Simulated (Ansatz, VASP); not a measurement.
**ReRh (Re-Rh-Rh-Re stack, (111) layers) in two plane-wave programs**

One calculation is typed for both programs; each brings its own data sets. How far apart do they land? Of the first pair: The structure shown is the start of the Ansatz relaxation below; VASP solves that cell, so the two are compared at the walk's first step.

Method: plane waves, with VASP 6.6.1 beside it; LDA, in Ansatz 0.2.0.

## (1) The starting structure

The cell holds 4 atoms: 2 Re and 2 Rh. Its edges and angles: a = 2.687 Å, b = 2.687 Å, c = 36.964 Å, α = 90.0°, β = 90.0°, γ = 120.0°. It derives from ReRh. Vacuum lies along c. The height across the vacuum is the one that the program set for its solve, not the one typed.

## (2) Ansatz: relaxation, LDA

Ansatz runs on its PAW soft_1 files.

The two programs are compared at the cell with which this relaxation starts, whose forces are those of its first step.

Input file input.yaml:

```yaml
crystal:
  lattice:
    - [2.68701, 0.0, 0.0]
    - [-1.3435, 2.32702, 0.0]
    - [0.0, 0.0, 17.58179]
  atoms:
    - { symbol: Re, position: [0.0, 0.0, 0.31282361] }
    - { symbol: Rh, position: [0.33333333, 0.66666667, 0.43760787] }
    - { symbol: Rh, position: [0.66666667, 0.33333333, 0.56239213] }
    - { symbol: Re, position: [0.0, 0.0, 0.68717639] }
  periodic: [true, true, false]
kpoints:
  mp_grid: { grid: [9, 9, 1] }
hamiltonian:
  xc: lda
  pseudopotentials: { kind: paw, azcp: { folder: soft_1 }, xc_functional: pbe }
scf:
  occupations: { method: gaussian, width: 0.1 }
output:
  forces: true
  stress: true
  eigenvalues: true
relax:
  adjacent_minimum: "off"
  f_tol: 0.05
  max_steps: 80
  cell: { stress_2d_tol: 0.02 }
```

On the command line:

```console
ansatz run input.yaml --threads 4 --pin off --max-ram 12288MiB --backend cpu --events-out ev --progress --plain --runs-dir out
```

Numbers of over 12 decimals in the logs are rounded to 6 here.

Output:

```text
Warning: crystal.periodic: the lattice vector that does not repeat stood 0.000° off the slab's normal, 17.582 Å along it as the deck builds it. The run solves the slab on a vector along the normal, 36.964 Å long, with every atom where it was (on the deck's vector they left 11.00 Å outside them, and the widest stretch free of ions among them is 2.19 Å). A fractional position that the run reports is one of the run's ce [...]
The last accepted step is kept in <dir> (removed where the run ends without a failure and the disk answers)
crystal.periodic: the lattice vector that does not repeat stood 0.000° off the slab's normal, 17.582 Å along it as the deck builds it. The run solves the slab on a vector along the normal, 36.964 Å long, with every atom where it was (on the deck's vector they left 11.00 Å outside them, and the widest stretch free of ions among them is 2.19 Å). A fractional position that the run reports is one of the run's cell, which [...]
Engine: ansatz 0.2.0, aarch64-unknown-linux-gnu
Pseudopotentials: kind: paw
Pseudopotential: Re, paw, valence charge 15, recommended cutoff 420 eV (normal), soft_1/Re.paw.azcp
Pseudopotential: Rh, paw, valence charge 17, recommended cutoff 420 eV (normal), soft_1/Rh.paw.azcp
Functional definition: SPW92
  exchange = slater_x
  correlation = pw_c
Crystal: 4 atoms, lattice volume = 231.123 Å³
Basis set: ecut = 420 eV, 4605 PW (Γ)
Bands: 39, of which v1, the nominal top of the filled ones, is band 32 counted from 1 (31 counted from 0)
Symmetry: 12 space group operations
Space group: P-3m1 (ITA 164), of the structure as read, at distance tolerance 6.1e-5 Å
k-points: 12 of 81
Non-local potential: Re, projectors of the file, l = 0: 3, l = 1: 2, l = 2: 2, l = 3: 1
Non-local potential: Rh, projectors of the file, l = 0: 3, l = 1: 2, l = 2: 2, l = 3: 1
PAW form: soft (Blöchl's): semilocal exchange-correlation on the pseudo side does not see the compensation charge
PAW frozen core: Re, regenerated for the run's functional, and the local potential with it (the file was generated under x = pbe(κ = 0.804, μ = 0.219515), c = pbe(β = 0.066725))
PAW frozen core: Rh, regenerated for the run's functional, and the local potential with it (the file was generated under x = pbe(κ = 0.804, μ = 0.219515), c = pbe(β = 0.066725))
PAW one-centre angular grid: Re, 590 points (default); XC on 64 Gauss nodes
PAW one-centre angular grid: Rh, 590 points (default); XC on 64 Gauss nodes
Initial density: superposition of atomic densities (neutral atoms: chi_scale 0, normalization atom)
Initial wavefunctions: pseudopotential atomic-orbital guess
Functional: x = slater, c = lda
SCF iter   1: F=—  HF=-33774.910811 eV  |F-HF|=—  |Δ(HF+E_count)|=         —  Δρ=7.38e-2  dr2=3.31e1  ethr=3.10e-3  ⟨swp⟩=15.6  Hψ=3584  notcnv=0
[...]
preconditioner: auto → LDOS  [metal: Δε(μ)=0.049 eV  Ē_g=5.678 eV  σ=0.100 eV  W_gap=0.27  n_scr=26 (ndim 8)  ℏωp=14.0 eV  f_vac=0.710  D(μ)=4.65/eV (n_scr^D=22)  β→1.0]
SCF iter   2: F=—  HF=-33772.179358 eV  |F-HF|=—  |Δ(HF+E_count)|=   5.93e-4  Δρ=4.66e-4  dr2=2.24e-3  ethr=2.07e-5  ⟨swp⟩=3.5  Hψ=744  notcnv=0
SCF iter   3: F=—  HF=-33772.179577 eV  |F-HF|=—  |Δ(HF+E_count)|=   2.19e-4  Δρ=5.92e-4  dr2=2.18e-3  ethr=3.50e-6  ⟨swp⟩=3.4  Hψ=965  notcnv=0
SCF iter   4: F=—  HF=-33772.179066 eV  |F-HF|=—  |Δ(HF+E_count)|=   5.11e-4  Δρ=8.54e-5  dr2=2.28e-5  ethr=3.41e-6  ⟨swp⟩=2.9  Hψ=809  notcnv=0
SCF iter   5: F=—  HF=-33772.179013 eV  |F-HF|=—  |Δ(HF+E_count)|=   5.29e-5  Δρ=2.41e-5  dr2=1.39e-6  ethr=3.56e-8  ⟨swp⟩=4.2  Hψ=1139  notcnv=0
SCF iter   6: F=-33772.179013 eV  HF=-33772.179013 eV  |F-HF|=6.80e-9  |Δ(HF+E_count)|=   3.45e-7  Δρ=7.20e-6  dr2=1.16e-7  ethr=6.25e-10  ⟨swp⟩=14.3  Hψ=3171  notcnv=0
SCF 5 converged in 6 iterations: F = -33772.179013 eV  dr2 = 1.16e-7
relax step   5: F+E_penalty+E_count = -33772.17901333 eV  Δ(F+E_penalty+E_count) = -1.411e-3 eV  max|allowed force component| = 5.281e-2 eV/Å  Δτ_max = 0.0191 Å  P = +0.234 N/m  Ω = 224.759 Å³  energy of the carried Pulay correction = +7.608e-4 eV  fix = [c, alpha, beta]  reactions: c +0.000 N/m  (6 SCF iters, dr2 threshold 4.00e-7 eV, accepted)
[...]
relax step   6: F+E_penalty+E_count = -33772.17930390 eV  Δ(F+E_penalty+E_count) = -2.906e-4 eV  max|allowed force component| = 1.153e-3 eV/Å  Δτ_max = 0.0059 Å  P = +0.015 N/m  Ω = 224.765 Å³  energy of the carried Pulay correction = +7.600e-4 eV  fix = [c, alpha, beta]  reactions: c +0.000 N/m  (6 SCF iters, dr2 threshold 1.74e-7 eV, accepted)
[...]
relax step   7: F+E_penalty+E_count = -33772.17853627 eV  Δ(F+E_penalty+E_count) = +7.676e-4 eV  max|allowed force component| = 1.055e-3 eV/Å  Δτ_max = 0.0000 Å  P = +0.012 N/m  Ω = 224.765 Å³  fix = [c, alpha, beta]  reactions: c +0.000 N/m  stress off target by 1.17e-2 N/m on what of the cell is left free  SCF on the basis re-selected at this cell (its energy is not comparable with the rows above)  (7 SCF iters)
basis re-selected at this cell: Δ(F+E_penalty+E_count) = +7.676e-4 eV, ΔP = -0.004 N/m vs the last step (what re-selecting the basis moved, of the pressure what is left beyond the Pulay correction that the steps carried, after the strain that the cell walked since its last selection, with what the two solves' SCF thresholds leave and, on support functions, any second-order correction that the steps lacked; it is no m [...]
SCF converged after 7 iterations
Free energy (F): -33772.178536 eV
Harris-Foulkes:  -33772.178536 eV  (|F-HF|=1.46e-11)
Internal energy: -33772.155150 eV  (E = F + TS)
E sigma→0 (E₀):  -33772.166843 eV
Entropy (-TS):   -0.023386 eV (-5.846 meV/atom)
Fermi energy:    -5.767842 eV
--- Per-component energies (eV) ---
  E_band       = -2180.044896
  E_kinetic    = 2126.172699
  E_local      = -398048.465418  (includes V_loc(G=0)·N_el)
  E_nonlocal   = 782.229392
  E_hartree    = 197473.648492
  E_xc         = -1109.674009
  E_vxc        = -1086.892889  (∫ρ·V_xc dr)
  E_paw        = -23854.877895  (= ΣΔE_a)
  E_vpaw       = -900.385453  (= ΣTr[D̂ρ^β])
  E_aug_tail   = 0.000111  (compensation charges beyond the density's cutoff)
  E_ewald      = 188856.928174
  E_core_change = 1.883304  (= ΣΔE_core)
  E_smearing   = -0.023386  (= −TS)
  E_closure    = -0.000000  (closes the sum)
  Σ components = -33772.178536   (vs F -33772.178536, Δ=0.00e0)
--- Forces (eV/Å), atoms counted from 1 ---
  atom   1  Re    -0.00000000     0.00000000     0.00097316
  atom   2  Rh     0.00000000    -0.00000000    -0.00105455
  atom   3  Rh    -0.00000000     0.00000000     0.00105455
  atom   4  Re     0.00000000    -0.00000000    -0.00097316
  max |Σ_I F_I| component: 1.42e-17 eV/Å
--- 2D stress c σ (N/m, compression-positive) ---
        0.011705       0.000000      -0.000000
        0.000000       0.011705       0.000000
       -0.000000       0.000000       0.000000
  P = ½ c Tr σ = 0.0117 N/m
--- Band table (eV; the first three rows and the last of 12) ---
  k-point 0: bands = [... 28 lower, -7.9565, -7.7438, -7.7438, -6.3424, -6.3424, -6.3163, -6.0698, -6.0698, ... 3 higher]
  k-point 1: bands = [... 28 lower, -7.8377, -7.6152, -7.4247, -6.8280, -6.6048, -6.3997, -6.2033, -5.8959, ... 3 higher]
  k-point 2: bands = [... 28 lower, -7.7323, -7.6075, -7.5807, -6.9524, -6.9034, -6.2050, -5.1071, -4.9993, ... 3 higher]
  k-point 11: bands = [... 28 lower, -7.7348, -7.6134, -6.0513, -6.0513, -5.0232, -5.0232, -4.3467, -4.0153, ... 3 higher]
--- Relaxed structure (6 steps of the walk, 5 accepted, 1 SCFs on fresh bases) ---
  F+E_penalty+E_count = -33772.17853627 eV   max|allowed force component| = 1.055e-3 eV/Å   (the final SCF, on the basis selected at the relaxed cell)
  cell:  # Å, volume = 224.7655 Å³
    - [2.649796, -2.846770276604064e-6, 0]
    - [-1.324896, 2.294792, 0]
    - [0, 0, 36.963584]
  atoms:
    - { symbol: Re, position: [0, 0, 0.149972] }
    - { symbol: Rh, position: [0.333333, 0.666667, 0.206674] }
    - { symbol: Rh, position: [0.666667, 0.333333, 0.268978] }
    - { symbol: Re, position: [0, 0, 0.325680] }
```

In the SCF lines HF is the Harris–Foulkes energy and dr2 the Hartree energy of the density residual, in eV; the loop may stop once dr2 is under the threshold and the program's other checks hold. Hψ counts applications of the Hamiltonian.

## (3) VASP: single point, LDA, start cell, pair 1

The same cell, functional (in two slightly different forms), mesh and smearing now go to VASP, with its own data sets.

Lines of VASP's logs that name or quote its potential files are left out, and so is its time.

Input file INCAR:

```
SYSTEM = ReRh
PREC = Accurate
ENCUT = 520
EDIFF = 1E-06
NELM = 120
ISMEAR = 0
SIGMA = 0.1
LREAL = .FALSE.
ALGO = Normal
GGA = CA
NBANDS = 28
LASPH = .TRUE.
LORBIT = 11
LWAVE = .FALSE.
LCHARG = .FALSE.
ISIF = 2
LDIPOL = .TRUE.
IDIPOL = 3
DIPOL = 0.5 0.5 0.238
LVHAR = .TRUE.
GGA_COMPAT = .FALSE.
NELMDL = -8
KPAR = 2
```

Input file POSCAR:

```
ReRh
1.0
    2.6870110000     -0.0000030000      0.0000000000
   -1.3435030000      2.3270210000      0.0000000000
    0.0000000000      0.0000000000     36.9635840000
Re Rh
2 2
Direct
    0.0000000000      0.0000000000      0.1487950681
    0.0000000000      0.0000000000      0.3268565894
    0.3333333858      0.6666665234      0.2081489176
    0.6666666142      0.3333334766      0.2675027400
```

Input file KPOINTS:

```
Automatic mesh
0
Gamma
9 9 1
0 0 0
```

The projector-augmented-wave data sets are Re and Rh_pv (LDA family, release 64).

On the command line:

```console
mpirun -np 2 vasp_std
```

Output:

```text
[banner, memory and clock lines left out]
running    2 mpi-ranks, on    1 nodes
 distrk:  each k-point on    1 cores,    2 groups
 distr:  one band on    1 cores,    1 groups

 POSCAR found type information on POSCAR ReRh
 POSCAR found :  2 types and       4 ions
 LDA part: xc-table for (Slater(with rela. corr.)+CA(PZ))
 , standard interpolation
 POSCAR, INCAR and KPOINTS ok, starting setup
 FFT: planning ... GRIDC
 FFT: planning ... GRID_SOFT
 FFT: planning ... GRID
 WAVECAR not read
 entering main loop
       N       E                     dE             d eps       ncg     rms          rms(c)
DAV:   1     0.407464044953E+03    0.40746E+03   -0.22697E+04   864   0.133E+03
DAV:   2    -0.100181795823E+02   -0.41748E+03   -0.40259E+03  1032   0.594E+02
DAV:   3    -0.430166729457E+02   -0.32998E+02   -0.30408E+02  1144   0.158E+02
DAV:   4    -0.450119264235E+02   -0.19953E+01   -0.17243E+01  1168   0.318E+01
DAV:   5    -0.451804300961E+02   -0.16850E+00   -0.15084E+00  1104   0.687E+00
DAV:   6    -0.451959901904E+02   -0.15560E-01   -0.14925E-01  1232   0.165E+00
DAV:   7    -0.451977674233E+02   -0.17772E-02   -0.17620E-02  1128   0.347E-01
DAV:   8    -0.451981014242E+02   -0.33400E-03   -0.33344E-03  1136   0.876E-02    0.392E+01
DAV:   9    -0.429123765550E+02    0.22857E+01   -0.62471E+00  1144   0.256E+01    0.135E+01
DAV:  10    -0.482661348179E+02   -0.53538E+01   -0.33135E+01  1176   0.476E+01    0.207E+01
DAV:  11    -0.429492292764E+02    0.53169E+01   -0.84264E+00  1220   0.243E+01    0.729E+00
DAV:  12    -0.423708489802E+02    0.57838E+00   -0.23494E+00  1184   0.122E+01    0.156E+00
DAV:  13    -0.423708364369E+02    0.12543E-04   -0.28175E-01  1216   0.394E+00    0.107E+00
DAV:  14    -0.423620224063E+02    0.88140E-02   -0.13114E-02  1148   0.109E+00    0.701E-01
[...]
DAV:  20    -0.423560904337E+02   -0.53731E-04   -0.93967E-06   768   0.178E-02    0.166E-02
DAV:  21    -0.423561075222E+02   -0.17088E-04   -0.47763E-06   632   0.155E-02    0.497E-03
DAV:  22    -0.423561311912E+02   -0.23669E-04   -0.29304E-06   624   0.130E-02    0.499E-03
DAV:  23    -0.423561422593E+02   -0.11068E-04   -0.11951E-06   528   0.101E-02    0.417E-03
DAV:  24    -0.423561448137E+02   -0.25544E-05   -0.23928E-07   476   0.705E-03    0.129E-03
DAV:  25    -0.423561509789E+02   -0.61652E-05   -0.53867E-07   484   0.868E-03    0.208E-03
DAV:  26    -0.423561550913E+02   -0.41124E-05   -0.25966E-07   484   0.873E-03    0.211E-03
DAV:  27    -0.423561560353E+02   -0.94392E-06   -0.10768E-07   468   0.400E-03
   1 F= -.42356156E+02 E0= -.42340627E+02  d E =-.310586E-01
```

(Continued in part 2 of 2.)

[Lines on the potential files, build, host, timing and source positions are cut from VASP's logs without a mark.]

[Logs are printed without paths, hosts, clocks, repeated set-up lines and the standing remarks that a program may print on its own settings, such as how far it seeks lower states.]

[Hosts, paths, dates, database ids (printed as entryN), source tags and the programs' standing remarks are cut or masked in the printed files.]
